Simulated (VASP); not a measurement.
Here is the system:

```xyz
8
Lattice="0.0000 3.0268 3.0268 3.0268 0.0000 3.0268 12.1822 12.1822 -0.0752" Properties=species:S:1:pos:R:3 pbc="T T T"
Na     3.1262     3.1262     5.9540
Na     3.0455     3.0455    -0.0188
Na     5.9916     5.9916     0.0619
Br     3.0842     3.0842     2.9693
Br     6.0337     6.0337     3.0466
Br     8.9674     8.9674     3.1396
Br    12.3326    12.3326     2.8011
K      9.1366     9.1366    -0.0564
```

The numbers are results of PBEsol GGA, VASP's PBE PAW potentials (set 64) (plane waves; VASP 6.6.1), not measurements. Numerical set-up: 400 eV cut-off, Gaussian smearing of 0.050 eV, potentials Na_pv Br K_sv.

Question: Estimate the band gap (along the path) with the smallest direct gap where there is one.

Answer: 
The band gap (along the path) is 4.08 eV and the smallest direct gap (along the path) is 4.08 eV.

Only differences to runs with the same potentials and settings are physical.

The structure was generated: KNa3Br4 was put into an ordered model structure (R-3m), which need not be its known phase. It was relaxed first.
